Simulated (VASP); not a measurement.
OSZICAR of a VASP run on PbO₂ (rutile):

### OSZICAR
```
       N       E                     dE             d eps       ncg     rms          rms(c)
DAV:   1     0.750155460297E+03    0.75016E+03   -0.29554E+04  1488   0.237E+03
DAV:   2     0.664631828921E+02   -0.68369E+03   -0.65923E+03  1649   0.613E+02
DAV:   3    -0.330341551556E+02   -0.99497E+02   -0.97511E+02  1914   0.247E+02
DAV:   4    -0.371569706794E+02   -0.41228E+01   -0.41086E+01  1804   0.535E+01
DAV:   5    -0.373304527655E+02   -0.17348E+00   -0.17345E+00  1992   0.104E+01    0.145E+01
DAV:   6    -0.312417116547E+02    0.60887E+01   -0.25450E+01  2308   0.613E+01    0.427E+00
DAV:   7    -0.313134789350E+02   -0.71767E-01   -0.18265E+00  1614   0.101E+01    0.276E+00
DAV:   8    -0.313094000856E+02    0.40788E-02   -0.44537E-01  2349   0.797E+00    0.116E+00
DAV:   9    -0.312798472635E+02    0.29553E-01   -0.11973E-01  2412   0.486E+00    0.136E-01
DAV:  10    -0.312811410789E+02   -0.12938E-02   -0.97969E-03  1868   0.698E-01    0.114E-01
DAV:  11    -0.312811398471E+02    0.12318E-05   -0.47492E-04  2239   0.280E-01    0.313E-02
DAV:  12    -0.312811318530E+02    0.79941E-05   -0.67843E-05  2338   0.989E-02    0.874E-03
DAV:  13    -0.312811306582E+02    0.11948E-05   -0.10793E-05  2177   0.404E-02    0.227E-03
DAV:  14    -0.312811310939E+02   -0.43568E-06   -0.12698E-06  1203   0.994E-03
   1 F= -.16639688E+02 E0= -.16639454E+02  d E =-.166397E+02
       N       E                     dE             d eps       ncg     rms          rms(c)
DAV:   1    -0.352416456271E+02   -0.39605E+01   -0.18480E+02  1932   0.211E+02    0.155E+01
DAV:   2    -0.301019849917E+02    0.51397E+01   -0.13645E+01  1956   0.562E+01    0.533E+00
DAV:   3    -0.292825857930E+02    0.81940E+00   -0.28230E+00  2146   0.369E+01    0.900E-01
DAV:   4    -0.292718611866E+02    0.10725E-01   -0.29714E-01  2253   0.870E+00    0.370E-01
DAV:   5    -0.292753352263E+02   -0.34740E-02   -0.35959E-02  2333   0.189E+00    0.201E-01
DAV:   6    -0.292755290613E+02   -0.19383E-03   -0.54603E-03  2251   0.129E+00    0.478E-02
DAV:   7    -0.292754276092E+02    0.10145E-03   -0.67503E-04  2225   0.249E-01    0.161E-02
DAV:   8    -0.292754076218E+02    0.19987E-04   -0.46452E-05  2273   0.692E-02    0.454E-03
DAV:   9    -0.292754069329E+02    0.68888E-06   -0.17300E-06  1363   0.218E-02
   2 F= -.16322479E+02 E0= -.16322462E+02  d E =0.317209E+00
       N       E                     dE             d eps       ncg     rms          rms(c)
DAV:   1    -0.332143856767E+02   -0.39390E+01   -0.90329E+01  1932   0.170E+02    0.978E+00
DAV:   2    -0.312009158438E+02    0.20135E+01   -0.59539E+00  2021   0.348E+01    0.334E+00
DAV:   3    -0.308105251208E+02    0.39039E+00   -0.10092E+00  2127   0.246E+01    0.614E-01
DAV:   4    -0.307981862154E+02    0.12339E-01   -0.13388E-01  2323   0.631E+00    0.217E-01
DAV:   5    -0.307989548438E+02   -0.76863E-03   -0.18409E-02  2081   0.141E+00    0.915E-02
DAV:   6    -0.307984795158E+02    0.47533E-03   -0.18595E-03  1977   0.120E+00    0.272E-02
DAV:   7    -0.307984455212E+02    0.33995E-04   -0.35560E-04  1687   0.141E-01    0.854E-03
DAV:   8    -0.307984505876E+02   -0.50664E-05   -0.14345E-05  2307   0.399E-02    0.361E-03
DAV:   9    -0.307984528863E+02   -0.22987E-05   -0.19604E-06  1193   0.122E-02    0.137E-03
DAV:  10    -0.307984534836E+02   -0.59731E-06   -0.19738E-07   884   0.602E-03
   3 F= -.16746932E+02 E0= -.16746594E+02  d E =-.107243E+00
       N       E                     dE             d eps       ncg     rms          rms(c)
DAV:   1    -0.307841614355E+02    0.14291E-01   -0.14710E-02  1918   0.202E+00    0.131E-01
DAV:   2    -0.307837944788E+02    0.36696E-03   -0.10163E-03  1972   0.443E-01    0.439E-02
DAV:   3    -0.307837312128E+02    0.63266E-04   -0.17802E-04  2133   0.311E-01    0.819E-03
DAV:   4    -0.307837313081E+02   -0.95299E-07   -0.20128E-05  2050   0.795E-02    0.266E-03
DAV:   5    -0.307837343684E+02   -0.30603E-05   -0.48790E-06  1448   0.209E-02    0.110E-03
DAV:   6    -0.307837345018E+02   -0.13346E-06   -0.20055E-07   765   0.111E-02
   4 F= -.16747020E+02 E0= -.16746683E+02  d E =-.107332E+00
       N       E                     dE             d eps       ncg     rms          rms(c)
DAV:   1    -0.307720594510E+02    0.11675E-01   -0.95215E-03  1932   0.163E+00    0.105E-01
DAV:   2    -0.307718215889E+02    0.23786E-03   -0.65735E-04  1965   0.357E-01    0.354E-02
DAV:   3    -0.307717805812E+02    0.41008E-04   -0.11583E-04  2147   0.251E-01    0.655E-03
DAV:   4    -0.307717809500E+02   -0.36887E-06   -0.12688E-05  1878   0.638E-02    0.211E-03
DAV:   5    -0.307717833578E+02   -0.24078E-05   -0.34995E-06  1204   0.180E-02    0.106E-03
DAV:   6    -0.307717834373E+02   -0.79533E-07   -0.31663E-07   758   0.115E-02
   5 F= -.16746991E+02 E0= -.16746654E+02  d E =-.107302E+00
       N       E                     dE             d eps       ncg     rms          rms(c)
DAV:   1    -0.307680896253E+02    0.36937E-02   -0.77524E-01  1607   0.698E+00    0.568E-01
DAV:   2    -0.307627681412E+02    0.53215E-02   -0.32225E-02  2022   0.194E+00    0.328E-01
DAV:   3    -0.307592002449E+02    0.35679E-02   -0.62765E-03  2317   0.110E+00    0.545E-02
DAV:   4    -0.307592650153E+02   -0.64770E-04   -0.11835E-03  1657   0.274E-01    0.245E-02
DAV:   5    -0.307592618906E+02    0.31248E-05   -0.49195E-05  2300   0.940E-02    0.595E-03
DAV:   6    -0.307592631196E+02   -0.12290E-05   -0.66547E-06  1663   0.188E-02    0.343E-03
DAV:   7    -0.307592632711E+02   -0.15154E-06   -0.33363E-07  1003   0.118E-02
   6 F= -.16750693E+02 E0= -.16750358E+02  d E =-.370235E-02
       N       E                     dE             d eps       ncg     rms          rms(c)
DAV:   1    -0.307526916729E+02    0.65714E-02   -0.35530E-01  1629   0.474E+00    0.384E-01
DAV:   2    -0.307502485782E+02    0.24431E-02   -0.14672E-02  2022   0.131E+00    0.222E-01
DAV:   3    -0.307486171599E+02    0.16314E-02   -0.28713E-03  2310   0.747E-01    0.369E-02
DAV:   4    -0.307486472919E+02   -0.30132E-04   -0.54414E-04  1657   0.187E-01    0.166E-02
DAV:   5    -0.307486464559E+02    0.83592E-06   -0.22556E-05  2285   0.636E-02    0.419E-03
DAV:   6    -0.307486470611E+02   -0.60515E-06   -0.28787E-06  1491   0.128E-02
   7 F= -.16751345E+02 E0= -.16751011E+02  d E =-.435449E-02
       N       E                     dE             d eps       ncg     rms          rms(c)
DAV:   1    -0.307876067000E+02   -0.38960E-01   -0.77654E-01  1715   0.789E+00    0.478E-01
DAV:   2    -0.307846276199E+02    0.29791E-02   -0.19881E-02  2264   0.156E+00    0.255E-01
DAV:   3    -0.307830710060E+02    0.15566E-02   -0.28560E-03  2221   0.825E-01    0.527E-02
DAV:   4    -0.307830453393E+02    0.25667E-04   -0.47282E-04  2291   0.186E-01    0.172E-02
DAV:   5    -0.307830403756E+02    0.49637E-05   -0.12701E-05  2208   0.545E-02    0.788E-03
DAV:   6    -0.307830395072E+02    0.86839E-06   -0.35018E-06  1540   0.343E-02
   8 F= -.16753012E+02 E0= -.16752678E+02  d E =-.166707E-02
       N       E                     dE             d eps       ncg     rms          rms(c)
DAV:   1    -0.307858923729E+02   -0.28520E-02   -0.57357E-03  1709   0.667E-01    0.410E-02
DAV:   2    -0.307858705780E+02    0.21795E-04   -0.14540E-04  2280   0.134E-01    0.216E-02
DAV:   3    -0.307858588602E+02    0.11718E-04   -0.19887E-05  2265   0.697E-02    0.450E-03
DAV:   4    -0.307858582067E+02    0.65348E-06   -0.29890E-06  1264   0.156E-02
   9 F= -.16753019E+02 E0= -.16752684E+02  d E =-.167363E-02
       N       E                     dE             d eps       ncg     rms          rms(c)
DAV:   1    -0.307256503754E+02    0.60208E-01   -0.88150E-01  1856   0.113E+01    0.689E-01
DAV:   2    -0.307167332245E+02    0.89172E-02   -0.35749E-02  2241   0.227E+00    0.263E-01
DAV:   3    -0.307148084902E+02    0.19247E-02   -0.47951E-03  2082   0.148E+00    0.700E-02
DAV:   4    -0.307147313490E+02    0.77141E-04   -0.76086E-04  2331   0.437E-01    0.219E-02
DAV:   5    -0.307147423019E+02   -0.10953E-04   -0.10964E-04  2309   0.128E-01    0.930E-03
DAV:   6    -0.307147442193E+02   -0.19174E-05   -0.59281E-06  1712   0.364E-02    0.312E-03
DAV:   7    -0.307147445489E+02   -0.32955E-06   -0.12078E-06   898   0.240E-02
  10 F= -.16752787E+02 E0= -.16752453E+02  d E =0.231251E-03
       N       E                     dE             d eps       ncg     rms          rms(c)
DAV:   1    -0.307571833706E+02   -0.42439E-01   -0.26180E-01  1856   0.619E+00    0.373E-01
DAV:   2    -0.307545668210E+02    0.26165E-02   -0.10422E-02  2249   0.124E+00    0.143E-01
DAV:   3    -0.307539884042E+02    0.57842E-03   -0.14501E-03  2074   0.810E-01    0.373E-02
DAV:   4    -0.307539573396E+02    0.31065E-04   -0.22895E-04  2330   0.237E-01    0.120E-02
DAV:   5    -0.307539546242E+02    0.27154E-05   -0.32024E-05  2316   0.670E-02    0.534E-03
DAV:   6    -0.307539527060E+02    0.19182E-05   -0.11195E-06   968   0.176E-02    0.168E-03
DAV:   7    -0.307539525989E+02    0.10717E-06   -0.12515E-06   838   0.118E-02
  11 F= -.16753441E+02 E0= -.16753107E+02  d E =-.422665E-03
```

Q: Which electronic solver shows in the log?

A: It is blocked Davidson (ALGO = Normal, or the opening steps of other solvers). The INCAR had ALGO = Normal.

Q: Can the final energy be trusted as converged?

A: The calculation finished and met its thresholds. It stopped with EDIFF = 1E-6, NELM = 100, NSW = 40 and EDIFFG = -0.02 after 11 ionic steps (PBE GGA, plane waves, VASP's PBE PAW potentials (set 64)). Energy and stress use the plane-wave basis of the starting cell.

The compound is PbO2 in the rutile structure. This run relaxes it under an external pressure of 30 GPa. Symmetry was kept, so distortions that lower it aren't found.
